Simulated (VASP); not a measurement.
# A single sheet of ZrBrN in VASP

Wanted: how a single sheet of ZrBrN relaxes, and what it costs to take an electron out.

Program: VASP 6.6.1. Level of theory: PBEsol; plane waves and PAW (Br, Zr_sv, N). Results are calculated unless marked as measured.

## 1. The starting structure

The cell holds 6 atoms: 2 Br, 2 Zr and 2 N. Its edges and angles: a = 3.581 Å, b = 4.116 Å, c = 21.091 Å, α = 90.0°, β = 90.0°, γ = 90.0°. It derives from ZrBrN. 1 sheet cut from a layered arrangement of the crystal. Vacuum lies along c.

Coordinates:

```cif
data_structure
_symmetry_space_group_name_H-M 'P 1'
_symmetry_Int_Tables_number 1
_cell_length_a 3.5810
_cell_length_b 4.1160
_cell_length_c 21.0907
_cell_angle_alpha 90.000
_cell_angle_beta 90.000
_cell_angle_gamma 90.000
_cell_volume 310.86
loop_
_atom_site_label
_atom_site_type_symbol
_atom_site_fract_x
_atom_site_fract_y
_atom_site_fract_z
_atom_site_occupancy
Br1 Br 0.50000 0.50000 0.64439 1
Br2 Br 0.00000 0.00000 0.35561 1
Zr3 Zr 0.00000 0.50000 0.53919 1
Zr4 Zr 0.50000 0.00000 0.46081 1
N5 N 0.00000 0.00000 0.51444 1
N6 N 0.50000 0.50000 0.48556 1
```

## 2. Surface relaxation

All atoms relax at the fixed cell.

INCAR reads:

```
SYSTEM = ZrBrN
PREC = Normal
ENCUT = 400
EDIFF = 1E-05
NELM = 120
ISMEAR = 0
SIGMA = 0.05
LREAL = .FALSE.
ALGO = Fast
GGA = PS
NBANDS = 30
LORBIT = 11
LWAVE = .FALSE.
LCHARG = .FALSE.
KPAR = 2
IBRION = 2
NSW = 40
ISIF = 2
EDIFFG = -0.03
POTIM = 0.4
MAXMIX = 40
IDIPOL = 3
LDIPOL = .TRUE.
DIPOL = 0.5 0.5 0.5
```

POSCAR reads:

```
ZrBrN
1.0
    3.5810000000      0.0000000000      0.0000000000
    0.0000000000      4.1160000000      0.0000000000
    0.0000000000      0.0000000000     21.0907000000
Br Zr N
2 2 2
Direct
    0.5000000000      0.5000000000      0.6443930260
    0.0000000000      0.0000000000      0.3556069740
    0.0000000000      0.5000000000      0.5391923930
    0.5000000000      0.0000000000      0.4608076070
    0.0000000000      0.0000000000      0.5144393030
    0.5000000000      0.5000000000      0.4855606970
```

KPOINTS reads:

```
Automatic mesh
0
Gamma
7 6 1
0 0 0
```

The projector-augmented-wave data sets are Br, Zr_sv and N (PBE family, release 64).

Command:

```sh
> mpirun -np 2 vasp_std
```

Output:

```text
[banner, memory and clock lines left out]
running    2 mpi-ranks, on    1 nodes
 distrk:  each k-point on    1 cores,    2 groups
 distr:  one band on    1 cores,    1 groups

 POSCAR found type information on POSCAR BrZrN
 POSCAR found :  3 types and       6 ions
|                                                                             |
|               ----> ADVICE to this user running VASP <----                  |
|                                                                             |
|     You enforced a specific xc type in the INCAR file but a different       |
|     [... a line on the potential file left out ...]
|     I HOPE YOU KNOW WHAT YOU ARE DOING!                                     |
|                                                                             |

 LDA part: xc-table for (Slater+PW92), standard interpolation
 POSCAR, INCAR and KPOINTS ok, starting setup
 FFT: planning ... GRIDC
 FFT: planning ... GRID_SOFT
 FFT: planning ... GRID
 WAVECAR not read
 entering main loop
       N       E                     dE             d eps       ncg     rms          rms(c)
DAV:   1     0.396049503917E+03    0.39605E+03   -0.19935E+04  1160   0.108E+03
DAV:   2    -0.672678571134E+01   -0.40278E+03   -0.39300E+03  1314   0.304E+02
DAV:   3    -0.554042716524E+02   -0.48677E+02   -0.48122E+02  1416   0.991E+01
DAV:   4    -0.583589734066E+02   -0.29547E+01   -0.29474E+01  1434   0.232E+01
DAV:   5    -0.584634077660E+02   -0.10443E+00   -0.10442E+00  1386   0.356E+00    0.352E+01
RMM:   6    -0.486667263008E+02    0.97967E+01   -0.40982E+01  1028   0.255E+01    0.156E+01
RMM:   7    -0.490087188915E+02   -0.34199E+00   -0.75113E+00  1288   0.110E+01    0.545E+00
RMM:   8    -0.490280438815E+02   -0.19325E-01   -0.10804E+00  1374   0.440E+00    0.125E+00
RMM:   9    -0.490630216141E+02   -0.34978E-01   -0.50519E-01  1541   0.230E+00    0.767E-01
RMM:  10    -0.490709525617E+02   -0.79309E-02   -0.15191E-01  1409   0.166E+00    0.510E-01
RMM:  11    -0.490753463661E+02   -0.43938E-02   -0.84354E-02  1503   0.108E+00    0.320E-01
RMM:  12    -0.490779365876E+02   -0.25902E-02   -0.32993E-02  1536   0.679E-01    0.138E-01
RMM:  13    -0.490798875132E+02   -0.19509E-02   -0.19115E-02  1564   0.481E-01    0.859E-02
RMM:  14    -0.490806839858E+02   -0.79647E-03   -0.64943E-03  1603   0.302E-01    0.456E-02
RMM:  15    -0.490810823013E+02   -0.39832E-03   -0.34765E-03  1509   0.194E-01    0.544E-02
RMM:  16    -0.490812689380E+02   -0.18664E-03   -0.14233E-03  1507   0.154E-01    0.223E-02
RMM:  17    -0.490813547931E+02   -0.85855E-04   -0.87259E-04  1357   0.102E-01    0.413E-02
RMM:  18    -0.490814106557E+02   -0.55863E-04   -0.34870E-04  1302   0.761E-02    0.257E-02
RMM:  19    -0.490814451954E+02   -0.34540E-04   -0.19700E-04  1166   0.545E-02    0.136E-02
RMM:  20    -0.490814564186E+02   -0.11223E-04   -0.89798E-05  1007   0.410E-02    0.111E-02
RMM:  21    -0.490814621386E+02   -0.57200E-05   -0.50979E-05   944   0.328E-02
   1 F= -.49081462E+02 E0= -.49081462E+02  d E =-.490815E+02
 curvature:   0.00 expect dE= 0.000E+00 dE for cont linesearch  0.000E+00
 trial: gam= 0.00000 g(F)=  0.333E+00 g(S)=  0.000E+00 ort = 0.000E+00 (trialstep = 0.100E+01)
 search vector abs. value=  0.333E+00
 bond charge predicted
       N       E                     dE             d eps       ncg     rms          rms(c)
DAV:   1    -0.491276082177E+02   -0.46152E-01   -0.42874E+01  1032   0.475E+01    0.225E+00
RMM:   2    -0.492404992176E+02   -0.11289E+00   -0.15999E+00  1033   0.873E+00    0.249E+00
RMM:   3    -0.492527848283E+02   -0.12286E-01   -0.20726E-01  1038   0.340E+00    0.133E+00
RMM:   4    -0.492549355846E+02   -0.21508E-02   -0.82482E-02  1188   0.167E+00    0.832E-01
RMM:   5    -0.492814740208E+02   -0.26538E-01   -0.75272E-02  1218   0.200E+00    0.219E+00
RMM:   6    -0.492657978610E+02    0.15676E-01   -0.13509E-02  1218   0.757E-01    0.165E+00
RMM:   7    -0.492485279746E+02    0.17270E-01   -0.44597E-02  1240   0.122E+00    0.393E-01
RMM:   8    -0.492485742184E+02   -0.46244E-04   -0.83340E-03  1379   0.513E-01    0.203E-01
RMM:   9    -0.492486582032E+02   -0.83985E-04   -0.20312E-03  1502   0.236E-01    0.104E-01
RMM:  10    -0.492488638224E+02   -0.20562E-03   -0.92050E-04  1482   0.133E-01    0.541E-02
RMM:  11    -0.492489314298E+02   -0.67607E-04   -0.30790E-04  1308   0.720E-02    0.376E-02
RMM:  12    -0.492489516237E+02   -0.20194E-04   -0.11476E-04  1150   0.469E-02    0.334E-02
RMM:  13    -0.492489593584E+02   -0.77347E-05   -0.65533E-05  1076   0.375E-02
   2 F= -.49248959E+02 E0= -.49248959E+02  d E =-.167497E+00
[... from here on, the cycles between the ionic steps are left out ...]
   3 F= -.49249009E+02 E0= -.49249009E+02  d E =-.167547E+00
   4 F= -.49259448E+02 E0= -.49259448E+02  d E =-.104391E-01
   5 F= -.49268368E+02 E0= -.49268368E+02  d E =-.193588E-01
   6 F= -.49268697E+02 E0= -.49268697E+02  d E =-.196880E-01
   7 F= -.49270102E+02 E0= -.49270102E+02  d E =-.140505E-02
   8 F= -.49270686E+02 E0= -.49270686E+02  d E =-.198885E-02
   9 F= -.49270992E+02 E0= -.49270992E+02  d E =-.305536E-03
 trial-energy change:   -0.000306  1 .order   -0.000315   -0.001333    0.000703
 step:   1.0396(harm=  1.0396)  dis= 0.00393  next Energy=   -49.271122 (dE=-0.436E-03)
 bond charge predicted
       N       E                     dE             d eps       ncg     rms          rms(c)
DAV:   1    -0.492710407020E+02   -0.51407E-04   -0.48462E-02   978   0.137E+00    0.785E-02
RMM:   2    -0.492710906300E+02   -0.49928E-04   -0.82531E-04   985   0.182E-01    0.227E-02
RMM:   3    -0.492711053537E+02   -0.14724E-04   -0.13287E-04  1035   0.585E-02    0.589E-03
RMM:   4    -0.492711061740E+02   -0.82024E-06   -0.18860E-05   638   0.211E-02
  10 F= -.49271106E+02 E0= -.49271106E+02  d E =-.420107E-03
 curvature:  -0.93 expect dE=-0.153E-05 dE for cont linesearch -0.142E-05
 trial: gam=-0.02444 g(F)=  0.164E-05 g(S)=  0.000E+00 ort = 0.480E-04 (trialstep = 0.148E+01)
 search vector abs. value=  0.195E-06
 reached required accuracy - stopping structural energy minimisation
```

It took 2.6 min on 2 MPI ranks of Intel Xeon Platinum 8259CL at 2.50GHz (Skylake/Cascade Lake), shared host; peak memory 0.51 GiB; 5.1 min of CPU time.

Lines that name or quote the potential files are left out of all logs, and their timing lines are given in words.

Parts of OUTCAR (step 2):

```text
ion  position               nearest neighbor table
   1  0.500  0.500  0.644-   3 2.85   3 2.85
   2  0.000  0.000  0.356-   4 2.85   4 2.85
   3  0.000  0.500  0.539-   6 2.12   6 2.12   5 2.12   5 2.12   1 2.85   1 2.85   4 3.19   4 3.19
                             4 3.19   4 3.19
   4  0.500  0.000  0.461-   5 2.12   5 2.12   6 2.12   6 2.12   2 2.85   2 2.85   3 3.19   3 3.19
                             3 3.19   3 3.19
   5  0.000  0.000  0.514-   4 2.12   4 2.12   3 2.12   3 2.12
   6  0.500  0.500  0.486-   3 2.12   3 2.12   4 2.12   4 2.12

  LATTYP: Found a simple orthorhombic cell.
 ALAT       =     3.5810000000
 B/A-ratio  =     1.1493996090
 C/A-ratio  =     5.8896118403

 Subroutine GETGRP returns: Found  8 space group operations
 (whereof  4 operations were pure point group operations)

The static configuration has the point symmetry C_2v.
 The point group associated with its full space group is D_2h.

 Found     16 irreducible k-points:

   k-points           NKPTS =     16   k-points in BZ     NKDIM =     16   number of bands    NBANDS=     30

   dimension x,y,z NGX =    18 NGY =   20 NGZ =  108
   dimension x,y,z NGXF=    36 NGYF=   40 NGZF=  216

   ENCUT  =  400.0 eV  29.40 Ry    5.42 a.u.   5.84  6.71 34.39*2*pi/ulx,y,z

   NELECT =      48.0000    total number of electrons

 k-points in reciprocal lattice and weights: Automatic mesh
   0.00000000  0.00000000  0.00000000       0.024
   0.14285714  0.00000000  0.00000000       0.048
   0.28571429  0.00000000  0.00000000       0.048
   0.42857143  0.00000000  0.00000000       0.048
   0.00000000  0.16666667  0.00000000       0.048
   0.14285714  0.16666667  0.00000000       0.095
   0.28571429  0.16666667  0.00000000       0.095
   0.42857143  0.16666667  0.00000000       0.095
   0.00000000  0.33333333  0.00000000       0.048
[...]
0.28571429  0.50000000  0.00000000       0.048
   0.42857143  0.50000000  0.00000000       0.048

 dipolmoment           0.000000      0.000000      0.000000 electrons x Angstroem

 average (electrostatic) potential at core
       1 -67.1176       2 -67.1176       3 -85.2503       4 -85.2503       5 -69.5504
       6 -69.5504

 E-fermi :  -2.1547

 k-point     1 :       0.0000    0.0000    0.0000
  band No.  band energies     occupation
    ...
     20      -3.9928      2.00000
     21      -3.8444      2.00000
     22      -3.4493      2.00000
     23      -2.9273      2.00000
     24      -2.4203      2.00000
     25      -0.6785      0.00000
     26       0.8120      0.00000
     27       0.8803      0.00000
     28       1.8629      0.00000
     29       1.9496      0.00000
    ...

 k-point     2 :       0.1429    0.0000    0.0000
  band No.  band energies     occupation
    ...
     20      -4.0644      2.00000
     21      -4.0066      2.00000
     22      -3.7995      2.00000
     23      -3.4074      2.00000
     24      -2.9284      2.00000
     25      -0.1047      0.00000
     26       1.1738      0.00000
     27       1.2262      0.00000
     28       1.8416      0.00000
     29       1.8877      0.00000
    ...

 k-point     3 :       0.2857    0.0000    0.0000
  band No.  band energies     occupation
    ...
     20      -4.4639      2.00000
     21      -3.7960      2.00000
     22      -3.6599      2.00000
     23      -3.3812      2.00000
     24      -3.2889      2.00000
     25       0.6573      0.00000
     26       1.0011      0.00000
     27       1.3856      0.00000
     28       1.6517      0.00000
     29       1.8920      0.00000
    ...

  Total       -0.8935232     -1.2947617     -1.0751591      0.0000000      0.0000000      0.0000000
  in kB       -4.6051707     -6.6731324     -5.5413122      0.0000000      0.0000000      0.0000000
  external PRESSURE =      -5.6065384 kB  Pullay stress =       0.0000000 kB

  energy-cutoff  :      400.00
  volume of cell :      310.86
      direct lattice vectors                 reciprocal lattice vectors
     3.581000000  0.000000000  0.000000000     0.279251606  0.000000000  0.000000000
     0.000000000  4.116000000  0.000000000     0.000000000  0.242954325  0.000000000
     0.000000000  0.000000000 21.090700000     0.000000000  0.000000000  0.047414263

 POSITION                                       TOTAL-FORCE (eV/Angst)
 -----------------------------------------------------------------------------------
      1.79050      2.05800     13.49945         0.000000      0.000000     -0.003897
      0.00000      0.00000      7.59125         0.000000      0.000000      0.003897
      0.00000      2.05800     11.42016         0.000000      0.000000      0.000550
      1.79050      0.00000      9.67054         0.000000      0.000000     -0.000550
      0.00000      0.00000     10.83335         0.000000      0.000000      0.002396
      1.79050      2.05800     10.25735         0.000000      0.000000     -0.002396
 -----------------------------------------------------------------------------------
    total drift:                                0.000000      0.000000      0.000000

  FREE ENERGIE OF THE ION-ELECTRON SYSTEM (eV)
  ---------------------------------------------------
  free  energy   TOTEN  =       -49.2711061740 eV

  energy  without entropy=      -49.2711061740  energy(sigma->0) =      -49.27110617

 reached required accuracy - stopping structural energy minimisation

 vacuum level on the upper side and lower side of the slab         3.837         3.837

 total charge
# of ion       s       p       d       tot
------------------------------------------
    1        1.604   3.255   0.014   4.873
    2        1.604   3.255   0.014   4.873
    3        2.186   6.038   1.564   9.789
    4        2.186   6.038   1.564   9.789
    5        1.271   2.451   0.000   3.722
    6        1.271   2.451   0.000   3.722
--------------------------------------------------
tot         10.124  23.487   3.157  36.768

[... 3 further parts left out ...]
```

The gap is read on the k-mesh alone, so it is an upper bound where the band edges lie off the mesh. The PAW data sets were made with PBE, which is usual practice but a small mismatch for other functionals. The run keeps the 8 symmetry operations of its start, so it cannot find a distortion of lower symmetry.

Step by step:

| step | energy less that of the first step (eV) | largest force (eV/Å) |
| --- | --- | --- |
| 1 | 0.0000 | 1.8111 |
| 2 | -0.1675 | 0.2867 |
| 3 | -0.1675 | 0.3012 |
| 4 | -0.1780 | 0.2181 |
| 5 | -0.1869 | 0.0787 |
| 6 | -0.1872 | 0.1079 |
| 7 | -0.1886 | 0.0670 |
| 8 | -0.1892 | 0.0915 |
| 9 | -0.1895 | 0.0481 |
| 10 | -0.1896 | 0.0039 |

The atoms that moved most (Å):

| atom | dx | dy | dz | length |
| --- | --- | --- | --- | --- |
| Br1 | 0.000 | 0.000 | -0.091 | 0.091 |
| Br2 | 0.000 | 0.000 | 0.091 | 0.091 |
| Zr4 | 0.000 | 0.000 | -0.048 | 0.048 |
| Zr3 | 0.000 | 0.000 | 0.048 | 0.048 |
| N6 | 0.000 | 0.000 | 0.017 | 0.017 |
| N5 | 0.000 | 0.000 | -0.017 | 0.017 |

The relaxed structure:

```
Br Zr N
1.0
     3.58100    0.00000    0.00000
     0.00000    4.11600    0.00000
     0.00000    0.00000   21.09070
Br Zr N
2 2 2
Direct
  0.50000 0.50000 0.64007
  0.00000 0.00000 0.35993
  0.00000 0.50000 0.54148
  0.50000 0.00000 0.45852
  0.00000 0.00000 0.51366
  0.50000 0.50000 0.48634
```

This step gave:

| Quantity | Value |
| --- | --- |
| electronic cycles | 79 |
| electrons | 48 |
| free energy (TOTEN) | -49.27 eV |
| Fermi energy | -2.155 eV |
| labelled metallic, from the levels on this mesh | no |
| dipole moment | 0, 0, 0 e·Å |
| gap on the k-mesh | 1.742 eV |
| least direct gap on the k-mesh | 1.742 eV |

The run ended after 10 ionic steps, 0.190 eV below its first step, once the forces on the free atoms met EDIFFG = -0.03.

Only the dipole across the slab is computed (IDIPOL = 3); zeros along the plane are no results.

(Part 1 of 2 ends here.)

[Lines on the potential files, build, host, timing and source positions are cut from VASP's logs without a mark.]

[Logs are printed without paths, hosts, clocks, repeated set-up lines and the standing remarks that a program may print on its own settings, such as how far it seeks lower states.]

[Hosts, paths, dates, database ids (printed as entryN), source tags and the programs' standing remarks are cut or masked in the printed files.]

[In band tables of VASP the shares of atoms and orbitals are scaled to a sum of 1 inside the atoms' spheres.]

[Runs that stopped without an error message from VASP are left out.]
